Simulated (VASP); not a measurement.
Here is the system:

```yaml
crystal:
  lattice:
    - [3.11837, 0.00000, 0.00000]
    - [0.00000, 3.11837, 0.00000]
    - [0.00000, 0.00000, 3.11837]
  atoms:
    - { symbol: Zn, position: [0.50000, 0.50000, 0.50000] }
    - { symbol: Au, position: [0.00000, 0.00000, 0.00000] }
```

Calculation: revTPSS meta-GGA, VASP's PBE PAW potentials (set 64) (plane waves; VASP). Settings: 520 eV cut-off, 12×12×12 Γ-centred mesh, first-order Methfessel-Paxton smearing of 0.10 eV, potentials Zn Au.

Unless said otherwise, spin-orbit coupling is left out, though it shifts the bands of the heavy elements here.

Task: What does the run give for the energy per atom (σ→0), band gap (on the k-mesh) with the smallest direct gap where there is one?

Result: 
band gap (on the k-mesh): none (metal, semimetal or under 0.01 eV)
energy per atom (σ→0): 20.771 eV/atom

Only differences to runs with the same potentials and settings are physical.

The compound is AuZn in the CsCl type structure. It was relaxed first. The electron count is odd and the run is not spin-polarised, which forces a metal.
